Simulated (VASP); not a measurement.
```
CELL_PARAMETERS angstrom
      0.00000     2.83213     2.83213
      2.83213     0.00000     2.83213
      2.83213     2.83213     0.00000
ATOMIC_POSITIONS crystal
  Ga 0.00000 0.00000 0.00000
  As 0.25000 0.25000 0.25000
```

These are r2SCAN meta-GGA, VASP's PBE PAW potentials (set 64) (plane waves; VASP) values and carry that method's errors. Run with 480 eV cut-off, 8×8×8 Γ-centred mesh, Gaussian smearing of 0.050 eV, potentials Ga_d As.

Each relaxation starts from this cell; other phases were not tried.

Problem. The cell is relaxed at 2 GPa. What happens?

Solution. The volume per atom goes from 22.72 to 22.18 Å³ (-2.4 %), and the cell becomes a = 5.619 Å, b = 5.619 Å, c = 5.619 Å, α = 90.00°, β = 90.00°, γ = 90.00°, space group F-43m. The gap on the mesh goes from 0.95 to 1.14 eV.

Problem. The cell is relaxed at 15 GPa. What happens?

Solution. The volume per atom goes from 22.72 to 19.64 Å³ (-13.5 %), and the cell becomes a = 5.396 Å, b = 5.396 Å, c = 5.396 Å, α = 90.00°, β = 90.00°, γ = 90.00°, space group F-43m. The gap on the mesh goes from 0.95 to 1.46 eV.

Failed runs are left out, and for metals the shear rows, which the mesh's noise covers.

The compound is GaAs in the zinc blende structure.
